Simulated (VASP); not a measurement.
Input:

```yaml
crystal:
  lattice:
    - [2.68062, 0.00000, 0.00000]
    - [-1.34031, 2.32148, 0.00000]
    - [0.00000, 0.00000, 4.33645]
  atoms:
    - { symbol: Rh, position: [0.33333, 0.66667, 0.25000] }
    - { symbol: Rh, position: [0.66667, 0.33333, 0.75000] }
```

The numbers are results of PBEsol GGA, VASP's PBE PAW potentials (set 64) (plane waves; VASP), not measurements. Numerical set-up: 400 eV cut-off, Gaussian smearing of 0.050 eV, potentials Rh_pv.

Question: Give the energies of bands 7 to 18 at the high-symmetry points, in eV from the Fermi level.

Answer: 
```tsv
band	Γ	M	K	A	L	H
7	-8.30	-6.34	-5.76	-6.44	-6.30	-5.04
8	-6.43	-5.79	-4.66	-6.44	-6.30	-5.04
9	-3.23	-5.71	-4.66	-3.36	-4.96	-4.47
10	-3.15	-3.42	-4.15	-3.36	-4.96	-4.47
11	-3.15	-2.82	-3.42	-3.26	-1.75	-3.26
12	-2.60	-2.33	-3.42	-3.26	-1.75	-3.26
13	-2.60	-2.28	-1.88	-3.26	-0.35	-1.94
14	-1.99	0.45	-0.10	-3.26	-0.35	-1.94
15	-1.99	0.65	-0.10	-0.46	0.64	0.20
16	0.13	0.77	0.17	-0.46	0.64	0.20
17	0.13	3.06	6.31	-0.46	2.65	7.59
18	0.61	5.20	6.61	-0.46	2.65	7.59
```

It has no gap at this level: it comes out as a metal or semimetal.

The structure was generated: Rh was put into the hcp type (P6_3/mmc), which need not be its known phase. It was relaxed first.
